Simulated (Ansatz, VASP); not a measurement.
# CO2: VASP beside Ansatz

Wanted: the spread between two codes on one cell, functional and k mesh. The cell is taken from a series of runs on this material, whose earlier steps may have relaxed, scaled, displaced or heated it; both programs get it as it stands.

Program: Ansatz 0.2.0. Level of theory: plane waves, with VASP 6.6.1 beside it; G0W0 gap at PBE0 form with 35 % exact exchange with an exact-exchange share of 0.35. Results are calculated unless marked as measured.

## (1) Set-up

The structure is cubic, space group Pa-3 (No. 205). The conventional cell has a = 5.497 Å, b = 5.497 Å, c = 5.497 Å, α = 90.00°, β = 90.00°, γ = 90.00°. Nearest to C lie 2 O at 1.17 Å. O has 1 C at 1.17 Å nearest. Farther neighbours and most contacts between anions are not listed.

As a file:

```cif
data_structure
_symmetry_space_group_name_H-M 'Pa-3'
_symmetry_Int_Tables_number 205
_cell_length_a 5.4971
_cell_length_b 5.4971
_cell_length_c 5.4971
_cell_angle_alpha 90.000
_cell_angle_beta 90.000
_cell_angle_gamma 90.000
_cell_volume 166.11
loop_
_atom_site_label
_atom_site_type_symbol
_atom_site_symmetry_multiplicity
_atom_site_Wyckoff_symbol
_atom_site_fract_x
_atom_site_fract_y
_atom_site_fract_z
_atom_site_occupancy
C1 C 4 a 0.00000 0.00000 0.00000 1
O1 O 8 c 0.12254 0.12254 0.12254 1
```

## (2) Ansatz: G0W0 gap, PBE0 form with 35 % exact exchange with an exact-exchange share of 0.35

Ansatz runs on its PAW soft_1 files.

Quasiparticle shifts depend on high empty states and on the cores, so they are the hardest test of two PAW sets.

File input.yaml:

```yaml
crystal:
  lattice:
    - [5.49707328, 0.0, 0.0]
    - [0.0, 5.49707328, 0.0]
    - [0.0, 0.0, 5.49707328]
  atoms:
    - { symbol: C, position: [0.0, 0.0, 0.0] }
    - { symbol: C, position: [0.5, 0.0, 0.5] }
    - { symbol: C, position: [0.5, 0.5, 0.0] }
    - { symbol: C, position: [0.0, 0.5, 0.5] }
    - { symbol: O, position: [0.12253698, 0.12253698, 0.12253698] }
    - { symbol: O, position: [0.37746302, 0.87746302, 0.62253698] }
    - { symbol: O, position: [0.62253698, 0.37746302, 0.87746302] }
    - { symbol: O, position: [0.87746302, 0.62253698, 0.37746302] }
    - { symbol: O, position: [0.87746302, 0.87746302, 0.87746302] }
    - { symbol: O, position: [0.62253698, 0.12253698, 0.37746302] }
    - { symbol: O, position: [0.37746302, 0.62253698, 0.12253698] }
    - { symbol: O, position: [0.12253698, 0.37746302, 0.62253698] }
kpoints:
  mp_grid: { grid: [2, 2, 2] }
hamiltonian:
  xc: { exchange: pbe, correlation: pbe, exx: { coeff: 0.35 } }
  pseudopotentials: { kind: paw, azcp: { folder: soft_1 } }
scf:
  occupations: { method: fixed }
gw:
  n_empty_bands: 692
  ecut_chi: 150.0
  qp_bands: [v4, c4]
  qp_kpoints: band_edges
  screening: { model: contour_deformation }
```

Started as:

```bash
> ansatz run input.yaml --threads 2 --pin off --max-ram 73728MiB --backend cuda --events-out ev --progress --plain --runs-dir out --devices 1 --max-vram 13GiB
```

Numbers of over 12 decimals in the logs are rounded to 6 here.

The log of the run:

```text
GPUs: using 1 of 1 available (devices: 1).
Engine: ansatz 0.2.0, x86_64-unknown-linux-gnu
Pseudopotentials: kind: paw
Pseudopotential: C, paw, valence charge 4, recommended cutoff 420 eV (normal), soft_1/C.paw.azcp
Pseudopotential: O, paw, valence charge 6, recommended cutoff 420 eV (normal), soft_1/O.paw.azcp
Functional definition: unnamed
  parameter a_1 = 0.35
  exchange = (1 - a_1)*pbe_x + a_1*exact_x
  correlation = pbe_c
davidson cushion auto → on  (no smearing: the cushion is to keep the highest requested band from converging to the state above it; pin scf.eigensolver.cushion to override)
device memory: the entry about to start is reckoned to put 1.7 GiB on a device that reports 37.7 GiB free (of which the cap on the GPU budget leaves the run 13.0 GiB)
GPU FFT provider: cuFFT
GPU libraries: cuBLAS 13.8.2, cuFFT 12.4.0, cuSOLVER 12.3.4
Crystal: 12 atoms, lattice volume = 166.110 Å³
Basis set: ecut = 420 eV, 3239 PW (Γ)
Bands: 44, of which v1, the nominal top of the filled ones, is band 32 counted from 1 (31 counted from 0)
Symmetry: 24 space group operations
Space group: Pa-3 (ITA 205), of the structure as read, at distance tolerance 5.5e-5 Å
k-points: 4 of 8
Non-local potential: C, projectors of the file, l = 0: 2, l = 1: 2, l = 2: 1
Non-local potential: O, projectors of the file, l = 0: 2, l = 1: 2, l = 2: 1
PAW form: soft (Blöchl's): semilocal exchange-correlation on the pseudo side does not see the compensation charge
PAW frozen core: C, regenerated for the run's functional, and the local potential with it (the file was generated under x = pbe(κ = 0.804, μ = 0.219515), c = pbe(β = 0.066725))
PAW frozen core: O, regenerated for the run's functional, and the local potential with it (the file was generated under x = pbe(κ = 0.804, μ = 0.219515), c = pbe(β = 0.066725))
PAW one-centre angular grid: C, 110 points (default); XC on 64 Gauss nodes
PAW one-centre angular grid: O, 110 points (default); XC on 64 Gauss nodes
Initial density: superposition of atomic densities (chi_scale 0.1, normalization cell, long waves kept (reshape's long-wave potential 0.02 eV rms))
Initial wavefunctions: pseudopotential atomic-orbital guess
GPU buffer pool allocated for 64000 grid points (all kernels)
GPU transforms: local potential and band sums: pruned to the plane-wave sphere, on 40×40×40
Functional: x = pbe(κ = 0.804, μ = 0.219515), c = pbe(β = 0.066725), warm-up for x = 0.65 pbe(κ = 0.804, μ = 0.219515) + 0.35 exact, c = pbe(β = 0.066725)
SCF iter   1: F=—  HF=-5542.945517 eV  |F-HF|=—  |Δ(HF+E_count)|=         —  Δρ=9.97e-2  dr2=1.20e1  ethr=1.00e-1  ⟨swp⟩=4.0  Hψ=596  notcnv=0
preconditioner: auto → none  [insulator: Δε(μ)=7.888 eV  Ē_g=16.630 eV  n_scr=32 (ndim 8)  ℏωp=23.0 eV  f_vac=0.064]
SCF iter   2: F=—  HF=-5539.971294 eV  |F-HF|=—  |Δ(HF+E_count)|=    2.97e0  Δρ=4.99e-2  dr2=2.04e0  ethr=1.87e-2  ⟨swp⟩=3.2  Hψ=492  notcnv=0
SCF iter   3: F=—  HF=-5539.567286 eV  |F-HF|=—  |Δ(HF+E_count)|=   4.04e-1  Δρ=1.99e-2  dr2=3.90e-1  ethr=3.19e-3  ⟨swp⟩=3.0  Hψ=430  notcnv=0
SCF iter   4: F=—  HF=-5539.540772 eV  |F-HF|=—  |Δ(HF+E_count)|=   2.65e-2  Δρ=8.83e-3  dr2=7.23e-2  ethr=6.09e-4  ⟨swp⟩=2.0  Hψ=388  notcnv=0
iter 5 solved again at ethr=6.36e-6 eV; its pass at ethr=1.13e-4 eV (dr2=4.07e-3 eV) is discarded
SCF iter   5: F=-5539.533675 eV  HF=-5539.535642 eV  |F-HF|=1.97e-3  |Δ(HF+E_count)|=   5.13e-3  Δρ=1.81e-3  dr2=3.95e-3  ethr=6.36e-6  ⟨swp⟩=3.5  Hψ=819  notcnv=0
SCF 1 stopped early in 5 iterations: F = -5539.533675 eV  dr2 = 3.95e-3
  greatest PAW one-centre occupation: 0.882 electrons in one spin orbital (limit 2), on the O atom at site 11 (counted from 0), in its partial waves of l = 0
device memory: the entry about to start is reckoned to put 2.4 GiB on a device that reports 37.5 GiB free (of which the cap on the GPU budget leaves the run 13.0 GiB)
GPU FFT provider: cuFFT
GPU libraries: cuBLAS 13.8.2, cuFFT 12.4.0, cuSOLVER 12.3.4
Initial density: handed on by an earlier stage of this run
Initial wavefunctions: those handed on with the density
GPU buffer pool allocated for 64000 grid points (all kernels)
GPU transforms: local potential and band sums: pruned to the plane-wave sphere, on 40×40×40
Functional: x = 0.65 pbe(κ = 0.804, μ = 0.219515) + 0.35 exact, c = pbe(β = 0.066725)
Exchange kernel: α = 0.3500, full range, Wigner–Seitz truncation, v(0) = 4142.5324 eV·Å³, q-mesh 2×2×2, nearest image of the exchange supercell L = 10.99 Å, pair-density grid 30×30×30, without the augmentation charges, whose exchange is taken in its separable form by FFT convolution over the k-point mesh (sized by the pseudopotential files, 40×40×40 at the most), smooth part of the exact exchange by density-matrix convolution in up to 845.6 MiB of GPU memory as planned if the GPU has room (build and FFT work areas not counted)
Frozen-core exchange: fock
[...]
SCF iter   6: F=-5537.408469 eV  HF=-5537.408469 eV  |F-HF|=6.28e-7  |Δ(HF+E_count)|=   4.31e-5  Δρ=3.40e-5  dr2=2.25e-5  ethr=6.58e-8  ⟨swp⟩=3.0  Hψ=548  notcnv=0
SCF 2 stopped early in 6 iterations: F = -5537.408469 eV  dr2 = 2.25e-5
  greatest PAW one-centre occupation: 0.886 electrons in one spin orbital (limit 2), on the O atom at site 8 (counted from 0), in its partial waves of l = 0
hybrid outer 1: dexx = +9.961e-2 eV, tail = 3.34e-4 eV
[...]
SCF 3 converged in 4 iterations: F = -5537.409848 eV  dr2 = 6.57e-8
  greatest PAW one-centre occupation: 0.886 electrons in one spin orbital (limit 2), on the O atom at site 9 (counted from 0), in its partial waves of l = 0
hybrid outer 2: dexx = +1.009e-5 eV, tail = 4.07e-7 eV, Δε = 1.83e-3 eV (about 7.36e-5 eV left of the loop's levels)
device memory: the entry about to start is reckoned to put 4.0 GiB on a device that reports 48.5 GiB free (of which the cap on the GPU budget leaves the run 13.0 GiB)
NSCF: frozen V_eff on 4 k-points
Exchange-term sweep: 0 of 4 (spin, k) points
Exchange-term sweep: 1 of 4 (spin, k) points
Exchange-term sweep: 2 of 4 (spin, k) points
Exchange-term sweep: 3 of 4 (spin, k) points
Exchange-term sweep: 4 of 4 (spin, k) points
G₀W₀ screening: q 1/4
[... further progress lines ...]
hybrid SCF converged: 2 outer / 10 inner (+5 warm-up), last move |dexx| = 1.01e-5 eV, tail = 4.07e-7 eV
Stability not checked: this state was not tested for a lower state beside it, because the functional holds exact exchange (a hybrid, or Hartree-Fock), whose exchange loop this test does not read (fock_operator; see scf.lower_state_search)
Free energy (F): -5537.409851 eV
Frozen-core exchange: fock
Harris-Foulkes:  -5537.409851 eV  (|F-HF|=1.55e-8)
Internal energy: -5537.409851 eV  (E = F + TS)
E sigma→0 (E₀):  -5537.409851 eV
Fermi energy:    -3.972836 eV
--- Per-component energies (eV) ---
  E_band       = -775.987284
  E_kinetic    = 1687.212529
  E_local      = -4585.956502  (includes V_loc(G=0)·N_el)
  E_nonlocal   = 504.838647
  E_hartree    = 1572.884641
  E_xc         = -507.223048
  E_vxc        = -639.709087  (∫ρ·V_xc dr)
  E_exx        = -300.848072  (= α·E_x^exact, valence–valence)
  E_paw        = -1638.269710  (= ΣΔE_a)
  E_vpaw       = -286.454625  (= ΣTr[D̂ρ^β])
  E_aug_tail   = 0.006079  (compensation charges beyond the density's cutoff)
  E_ewald      = -2269.675893
  E_core_change = -0.378521  (= ΣΔE_core)
  E_smearing   = -0.000000  (= −TS)
  E_closure    = -0.000000  (closes the sum)
  Σ components = -5537.409851   (vs F -5537.409851, Δ=0.00e0)
--- Band table (eV) ---
  k-point 0: bands = [... 28 lower, -4.2222, -4.2222, -3.9728, -3.9728, 6.4673, 7.9335, 7.9335, 7.9335, ... 4 higher]
  k-point 1: bands = [... 28 lower, -4.3519, -4.3519, -4.0649, -4.0649, 7.8425, 7.8425, 8.0691, 8.0691, ... 4 higher]
  k-point 2: bands = [... 28 lower, -4.3183, -4.3183, -4.3183, -4.3183, 7.8281, 7.8281, 7.8281, 7.8281, ... 4 higher]
  k-point 3: bands = [... 28 lower, -4.3688, -4.3688, -4.3688, -4.3688, 7.8464, 7.8464, 7.8464, 7.8464, ... 4 higher]
  guard bands above this table: 4 of the run's 44 bands. The solve was not asked for them (output.publish_guard_bands: true or output.eigenvalues: true publishes all)
--- G₀W₀: contour deformation, 5 samples at zero and on the imaginary axis and 0 off it, 8 q-points, 692 empty bands' worth ---
  eigenvalues of the whole cell's RPA ε∞ on this k-mesh (on a slab, of 1 + 4πα/V) = 1.7343, 1.7343, 1.7343; static W/v taken at q = 0 is 0.576590
  bands read: the sum over 724 bands ends inside a degenerate multiplet in 1 slot, whose members it reads at an even weight; the widest, k=0: bands 724 to 726 (counted from 1) at 1/3 each
  gw.qp_kpoints: band_edges: 4 of 4 stored k-points solved, in 1 pass; an edge of the gap read off the rows below is read off those points alone
    ik  band        ε_KS         Σx   Σc(E_QP)       V_xc       Z   E_QP_lin       E_QP  E_QP is
     0    29     -4.2222   -25.9060     2.5268   -22.6992  0.8602    -4.9040    -4.9022  root
     0    30     -4.2222   -25.9060     2.5268   -22.6992  0.8602    -4.9040    -4.9022  root
     0    31     -3.9728   -26.2308     2.5139   -23.0704  0.8599    -4.6209    -4.6193  root
     0    32     -3.9728   -26.2308     2.5139   -23.0704  0.8599    -4.6209    -4.6193  root
     0    33      6.4673    -5.8848    -2.8486    -9.3317  0.9096     7.0667     7.0657  root
     0    34      7.9335   -10.2710    -2.8946   -14.8071  0.8819     9.5830     9.5750  root
     0    35      7.9335   -10.2710    -2.8946   -14.8071  0.8819     9.5830     9.5750  root
     0    36      7.9335   -10.2710    -2.8946   -14.8071  0.8819     9.5830     9.5750  root
     1    29     -4.3519   -25.7720     2.5395   -22.5375  0.8602    -5.0488    -5.0469  root
     1    30     -4.3519   -25.7720     2.5395   -22.5375  0.8602    -5.0488    -5.0469  root
     1    31     -4.0649   -26.1364     2.5213   -22.9586  0.8599    -4.7231    -4.7214  root
     1    32     -4.0649   -26.1364     2.5213   -22.9586  0.8599    -4.7231    -4.7214  root
     1    33      7.8425    -9.5402    -2.9383   -14.0061  0.8855     9.3770     9.3701  root
     1    34      7.8425    -9.5402    -2.9383   -14.0061  0.8855     9.3770     9.3701  root
     1    35      8.0691    -7.5375    -3.0428   -11.6726  0.8957     9.1650     9.1615  root
     1    36      8.0691    -7.5375    -3.0428   -11.6726  0.8957     9.1650     9.1615  root
     2    29     -4.3183   -25.8134     2.5392   -22.5848  0.8601    -5.0096    -5.0077  root
     2    30     -4.3183   -25.8134     2.5392   -22.5848  0.8601    -5.0096    -5.0077  root
     2    31     -4.3183   -25.8134     2.5392   -22.5848  0.8601    -5.0096    -5.0077  root
     2    32     -4.3183   -25.8134     2.5392   -22.5848  0.8601    -5.0096    -5.0077  root
     2    33      7.8281    -9.3315    -2.9323   -13.7429  0.8868     9.3136     9.3071  root
     2    34      7.8281    -9.3315    -2.9323   -13.7429  0.8868     9.3136     9.3071  root
     2    35      7.8281    -9.3315    -2.9323   -13.7429  0.8868     9.3136     9.3071  root
     2    36      7.8281    -9.3315    -2.9323   -13.7429  0.8868     9.3136     9.3071  root
     3    29     -4.3688   -25.6660     2.5308   -22.4338  0.8606    -5.0722    -5.0703  root
     3    30     -4.3688   -25.6660     2.5308   -22.4338  0.8606    -5.0722    -5.0703  root
     3    31     -4.3688   -25.6660     2.5308   -22.4338  0.8606    -5.0722    -5.0703  root
     3    32     -4.3688   -25.6660     2.5308   -22.4338  0.8606    -5.0722    -5.0703  root
     3    33      7.8464   -10.1567    -2.8845   -14.6680  0.8826     9.4810     9.4732  root
     3    34      7.8464   -10.1567    -2.8845   -14.6680  0.8826     9.4810     9.4732  root
     3    35      7.8464   -10.1567    -2.8845   -14.6680  0.8826     9.4810     9.4732  root
     3    36      7.8464   -10.1567    -2.8845   -14.6680  0.8826     9.4810     9.4732  root
```

(Continued in part 2 of 2.)

[Lines on the potential files, build, host, timing and source positions are cut from VASP's logs without a mark.]

[Logs are printed without paths, hosts, clocks, repeated set-up lines and the standing remarks that a program may print on its own settings, such as how far it seeks lower states.]

[Hosts, paths, dates, database ids (printed as entryN), source tags and the programs' standing remarks are cut or masked in the printed files.]
